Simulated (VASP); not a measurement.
## AlN: relaxation of cell and atoms with PBE

AlN:

```xyz
4
Lattice="3.1130 0.0000 0.0000 -1.5565 2.6959 0.0000 0.0000 0.0000 4.9810" Properties=species:S:1:pos:R:3 pbc="T T T"
Al    0.0000    1.7973    0.0000
Al    1.5565    0.8986    2.4905
N     0.0000    1.7973    1.8928
N     1.5565    0.8986    4.3833
```

| Item | Value |
| --- | --- |
| Program | VASP 6.6.1 |
| Task | relaxation of cell and atoms |
| Functional | PBE |
| Potentials or basis | VASP PAW PBE potentials, release 64 (Al, N) |
| Cutoff | 520 eV |
| k mesh | 12 × 12 × 6 |
| Occupations | gaussian, width 0.02 eV |
| Spin | no spin polarisation |
| Further INCAR settings | ALGO = Normal; EDIFF = 0.05; IBRION = 2; EDIFFG = -0.002; NSW = 80; ISIF = 3 |

```json
{
  "Relaxed volume": "10.63 Å³/atom",
  "Relaxed cell": "a = 3.129 Å, b = 3.129 Å, c = 5.017 Å, α = 90.00°, β = 90.00°, γ = 120.00°",
  "Space group after relaxing (to 0.05 Å)": "P6_3mc (No. 186)",
  "Energy gained by relaxing": "1.2 meV/atom",
  "Ionic steps": "34",
  "Pressure after relaxing": "0.0 GPa",
  "Band gap on the k mesh": "4.06 eV, direct"
}
```

Step by step:
```tsv
step	energy change (eV)	largest force (eV/Å)	pressure (GPa)	volume (Å³)
1	0.0000	0.1270	8.18	41.80
2	0.0817	0.0756	-10.54	45.12
3	0.0011	0.0139	-2.70	43.18
4	-0.0032	0.0464	-1.86	42.84
5	-0.0035	0.0893	0.40	42.29
6	-0.0040	0.0733	0.59	42.41
7	-0.0042	0.0575	-0.24	42.63
8	-0.0042	0.0623	-0.37	42.59
9	-0.0043	0.0692	-0.01	42.50
10	-0.0043	0.0663	0.04	42.53
11	-0.0043	0.0636	-0.10	42.56
12	-0.0043	0.0626	-0.21	42.58
13	-0.0047	0.0212	-0.22	42.56
14	-0.0046	0.0204	-0.15	42.56
15	-0.0046	0.0010	-0.18	42.57
16	-0.0046	0.0125	-0.20	42.57
17	-0.0046	0.0077	-0.20	42.57
18	-0.0046	0.0057	-0.20	42.57
19	-0.0046	0.0048	-0.20	42.57
20	-0.0047	0.0039	-0.03	42.50
21	-0.0046	0.0030	0.13	42.48
22	-0.0046	0.0045	0.16	42.50
23	-0.0047	0.0046	0.10	42.50
24	-0.0047	0.0013	0.01	42.53
25	-0.0047	0.0004	-0.08	42.54
26	-0.0047	0.0018	-0.09	42.54
27	-0.0047	0.0020	-0.06	42.53
28	-0.0047	0.0004	-0.03	42.51
29	-0.0047	0.0007	0.07	42.50
30	-0.0047	0.0011	0.10	42.51
31	-0.0047	0.0014	0.05	42.51
32	-0.0047	0.0012	0.04	42.51
33	-0.0047	0.0011	0.03	42.51
34	-0.0047	0.0002	0.01	42.53
```

Final structure:
```
CELL_PARAMETERS angstrom
3.12863 0.00000 0.00000
-1.56431 2.70947 0.00000
0.00000 0.00000 5.01657
ATOMIC_POSITIONS crystal
Al 0.33333 0.66667 0.99926
Al 0.66667 0.33333 0.49926
N 0.33333 0.66667 0.38074
N 0.66667 0.33333 0.88074
```

Levels at points of the mesh, in eV from the valence-band top:
| k point | band 6 | band 7 | band 8 | band 9 | band 10 | band 11 |
| --- | --- | --- | --- | --- | --- | --- |
| (0.00, 0.00, 0.00) | -0.20 | -0.20 | 0.00 | 4.06 | 6.52 | 10.47 |
| (0.50, 0.00, 0.00) | -2.05 | -1.74 | -0.68 | 5.76 | 5.77 | 8.04 |
| (0.00, 0.00, 0.50) | -0.53 | -0.53 | -0.53 | 6.32 | 6.32 | 10.18 |
| (0.50, 0.00, 0.50) | -1.44 | -1.35 | -1.35 | 5.25 | 5.25 | 9.15 |

It took 78 s on 1 thread of Intel(R) Xeon(R) 6975P-C (Granite Rapids) (shared host), peak memory 0.18 GiB.

A k mesh can miss the band edges. Zero-point motion and thermal expansion aren't in these numbers.
